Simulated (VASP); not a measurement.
Given:

```
Be
1.0
    1.13091    -1.95879     0.00000
    1.13091     1.95879     0.00000
    0.00000     0.00000     3.55943
Be
2
Cartesian
  1.13091   0.65293   0.88986
  1.13091  -0.65293   2.66958
```

Method: AM05 GGA, VASP's PBE PAW potentials (set 64) (plane waves; VASP). Settings: 520 eV cut-off, Gaussian smearing of 0.050 eV, potentials Be.

What does the run give for the band gap (along the path) with the smallest direct gap where there is one?

```
Item                                                          Value
-------------------------  ----------------------------------------
band gap (along the path)  none (metal, semimetal or under 0.01 eV)
```

Only differences to runs with the same potentials and settings are physical.

The compound is Be in the hcp structure. It was relaxed first.
